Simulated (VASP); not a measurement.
Given:

```
SnTe
1.0
    0.00000     3.20324     3.20324
    3.20324     0.00000     3.20324
    3.20324     3.20324     0.00000
Sn Te
1 1
Cartesian
  3.20324   3.20324   0.00000
  3.20324   3.20324   3.20324
```

All values below come from SCAN meta-GGA, VASP's PBE PAW potentials (set 64) (plane waves; VASP 6.6.1). Settings: 520 eV cut-off, 7×7×7 Γ-centred mesh, Gaussian smearing of 0.050 eV, potentials Sn_d Te.

Question: Predict the energy per atom (σ→0), pressure.

Answer: 
```json
{
 "energy per atom (σ→0)": "-36775 meV/atom",
 "pressure": "-1.26 GPa"
}
```

The absolute energy has meaning only against runs of the same code, potentials and settings.

The compound is SnTe in the rock salt structure, which distorts at low temperature. This cell is one point of a volume scan, at 1.03 of the reference volume.
